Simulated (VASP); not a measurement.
Here is a VASP 6.6.1 calculation.

The input INCAR:

```
SYSTEM = YReS
ALGO = Normal ; EDIFF = 1E-7
ENCUT = 520 ; GGA = PE
ISIF = 2 ; ISMEAR = -1
LASPH = .True. ; LCHARG = .False.
LREAL = .False. ; LWAVE = .False.
NBANDS = 19 ; NELM = 80
PREC = Accurate ; SIGMA = 0.05
```

File KPOINTS:

```
k-points
0
Gamma
  7 7 7
  0 0 0
```

File POSCAR:

```
YReS
1.0
    3.8891707800      0.0000000000      0.0000000000
    0.0000000000      3.8891707800      0.0000000000
    0.0000000000      0.0000000000      3.9691365600
Y Re S
1 1 1
Direct
    0.0000000000      0.0000000000      0.0000000000
    0.5000000000      0.5000000000      0.5000000000
    0.5000000000      0.5000000000      0.0000000000
```

Potentials or basis: VASP PAW PBE potentials, release 64 (Y_sv, Re, S).

Command:

```console
$ cat potpaw_PBE.64/Y_sv/POTCAR potpaw_PBE.64/Re/POTCAR potpaw_PBE.64/S/POTCAR > POTCAR
$ mpirun -np 1 vasp_std > vasp.out
```

(1) Estimate the pressure.

(2) Estimate the band gap on the k mesh.

## Answers

(1) 25.8 GPa.

(2) none (metal or under the smearing width).

Caveat: so large a pressure means that the cell lies far from this level's equilibrium, or that cutoff or potentials fall short.
